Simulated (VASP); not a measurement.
Output of a VASP run:

**OSZICAR**
```
       N       E                     dE             d eps       ncg     rms          rms(c)
DAV:   1     0.104712900374E+03    0.10471E+03   -0.90588E+03   934   0.125E+03
DAV:   2    -0.869625217652E+00   -0.10558E+03   -0.99410E+02  1075   0.272E+02
DAV:   3    -0.425162306506E+01   -0.33820E+01   -0.33731E+01  1045   0.519E+01
DAV:   4    -0.427453250691E+01   -0.22909E-01   -0.22907E-01  1065   0.477E+00
DAV:   5    -0.427479334434E+01   -0.26084E-03   -0.26084E-03  1075   0.500E-01    0.174E+01
DAV:   6    -0.407848246837E+01    0.19631E+00   -0.37882E-01   965   0.940E+00    0.110E+01
DAV:   7    -0.406721435894E+01    0.11268E-01   -0.15052E-01   935   0.323E+00    0.271E+00
DAV:   8    -0.406477870269E+01    0.24357E-02   -0.56712E-03   965   0.954E-01    0.415E-01
DAV:   9    -0.406452519873E+01    0.25350E-03   -0.23030E-03  1000   0.430E-01    0.654E-02
DAV:  10    -0.406454186325E+01   -0.16665E-04   -0.23244E-05  1060   0.580E-02    0.184E-02
DAV:  11    -0.406454704851E+01   -0.51853E-05   -0.38049E-06  1020   0.209E-02    0.445E-03
DAV:  12    -0.406454774300E+01   -0.69449E-06   -0.74220E-07   700   0.781E-03
   1 F= 0.43463433E+01 E0= 0.43463433E+01  d E =0.434634E+01
```

File OUTCAR:
```
------------------------ aborting loop because EDIFF is reached ----------------------------------------
  FORCE on cell =-STRESS in cart. coord.  units (eV):
  Direction    XX          YY          ZZ          XY          YZ          ZX
  --------------------------------------------------------------------------------------
  Total        8.3920289      8.3920289      8.3920289      0.0000000      0.0000000     -0.0000000
  in kB      448.9908328    448.9908328    448.9908328      0.0000000      0.0000000     -0.0000000
  external PRESSURE =      -1.0091672 kB  Pullay stress =     450.0000000 kB
  volume of cell :       29.95
      direct lattice vectors                 reciprocal lattice vectors
     0.000000000  2.464733838  2.464733838    -0.202861661  0.202861661  0.202861661
     2.464733838  0.000000000  2.464733838     0.202861661 -0.202861661  0.202861661
     2.464733838  2.464733838  0.000000000     0.202861661  0.202861661 -0.202861661
  FREE ENERGIE OF THE ION-ELECTRON SYSTEM (eV)
  ---------------------------------------------------
  free  energy   TOTEN  =        -4.0645477430 eV

  energy  without entropy=       -4.0645477430  energy(sigma->0) =       -4.06454774
  enthalpy is  TOTEN    =         4.3463433472 eV   P V=        8.4108910902

 reached required accuracy - stopping structural energy minimisation
```
(Selected blocks of OUTCAR.)

**POSCAR**
```
AgCl
1
    0.0000000000     2.4647338379     2.4647338379
    2.4647338379     0.0000000000     2.4647338379
    2.4647338379     2.4647338379     0.0000000000
Ag Cl
1 1
Direct
  1.0000000000   1.0000000000   1.0000000000
  0.5000000000   0.5000000000   0.5000000000
```

**Question.** Reconstruct the remaining input files.

**Answer.** Several could match; the one computed here: the input of the run itself, PBE GGA, plane waves, VASP's PBE PAW potentials (set 64).

**KPOINTS**
```
Regular mesh
0
G
9 9 9
```

**INCAR**
```
SYSTEM = AgCl
PREC = Accurate; ENCUT = 500; LREAL = .FALSE.
LASPH = .TRUE.
EDIFF = 1E-6; NELM = 100; ALGO = Normal
LMAXMIX = 4
ISMEAR = 0; SIGMA = 0.05
GGA = PE
IBRION = 2; NSW = 40; ISIF = 3
EDIFFG = -0.02; PSTRESS = 450
LWAVE = .FALSE.; LCHARG = .FALSE.
```

POTCAR, in this order: Ag Cl (PBE.64 set). Program: vasp_std.

The compound is AgCl in the rock salt structure. It was relaxed first under an external pressure of 45 GPa.
